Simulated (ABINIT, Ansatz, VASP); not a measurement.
Code comparison for Hg (P1, 3 atoms in the cell)

Self-consistent single point.

```xyz
3
Lattice="5.4667 0.0000 0.0000 -2.7334 4.7343 0.0000 0.0000 0.0000 3.1852" Properties=species:S:1:pos:R:3 pbc="T T T"
Hg    -0.1446     3.1197     1.5381
Hg     2.7757     1.6128     1.5845
Hg     0.1022     0.0018     0.0626
```

Shared settings, as Ansatz (a first-principles code) writes them: kpoints.mp_grid.grid = 3 3 5; scf.occupations.method = fermi_dirac; scf.occupations.width = 0.0073 Ry. Potentials and cutoffs stand in the table.

| code | model | pressure (GPa) | largest force (eV/Å) | cutoff |
|---|---|---|---|---|
| VASP | LDA (PZ), VASP's LDA PAW potentials (set 64) | -4.38 | 0.261 | 300 eV |
| Ansatz | LDA (PW92), PAW files made with PBE | -3.87 | 0.234 | default |
| ABINIT | LDA (PW92), norm-conserving pseudopotentials (PseudoDojo nc-sr-04 LDA standard) | -4.17 | 0.230 | 30 Ha |

Size of the force on each atom (eV/Å): Sizes of forces hide their directions.

```json
[
 {"code": "VASP", "Hg1": "0.261", "Hg2": "0.217", "Hg3": "0.073"},
 {"code": "Ansatz", "Hg1": "0.234", "Hg2": "0.198", "Hg3": "0.064"},
 {"code": "ABINIT", "Hg1": "0.230", "Hg2": "0.196", "Hg3": "0.062"}
]
```

On Ansatz's run: spin-orbit coupling is off.

The spread over the programs that give each value: pressure within 0.51 GPa; largest force within 0.031 eV/Å.

Ansatz's pressure is given at a fixed set of plane waves, as the other plane-wave codes print theirs; with its correction for the finite basis it is -3.84 GPa. The same LDA comes in different parametrisations, which differ slightly.

On the base mesh (5 5 7) the same programs gave: Ansatz pressure -4.34 GPa; ABINIT pressure -4.63 GPa; VASP pressure -4.77 GPa.

The values differ from the base mesh's, so the mesh still matters here: the table compares the programs at equal settings.

VASP's run is marked for a possible Pulay error in its stress at this cutoff; no cutoff test was made.

The starting cell comes from a database of computed structures (which also holds hypothetical and non-ambient phases and stackings), without a prior relaxation at this level. Its atoms were displaced at random from the sites of space group no. 191.

Left out of this page: Quantum ESPRESSO, GPAW, Elk and SIESTA (not drawn, or without a comparable value); CP2K (on another mesh).

Keys are those of Ansatz 0.2.
